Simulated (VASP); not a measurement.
Here is the system:

```yaml
crystal:
  lattice:
    - [0.00000, 2.25264, 2.25264]
    - [2.25264, 0.00000, 2.25264]
    - [2.25264, 2.25264, 0.00000]
  atoms:
    - { symbol: B, position: [0.00000, 0.00000, 0.00000] }
    - { symbol: P, position: [0.25000, 0.25000, 0.25000] }
```

Computed with PBE GGA with D3 dispersion (Becke-Johnson damping), VASP's PBE PAW potentials (set 64) (plane waves; VASP). Numerical set-up: 520 eV cut-off, Gaussian smearing of 0.050 eV, potentials B P.

**Question.** Predict the band gap (along the path) with the smallest direct gap where there is one.

**Answer.** 
```yaml
band gap (along the path): 1.21 eV
smallest direct gap (along the path): 3.43 eV
```

Total energies compare only between runs with the same potentials, cut-off and functional.

The compound is BP in the zinc blende structure. It was relaxed first.
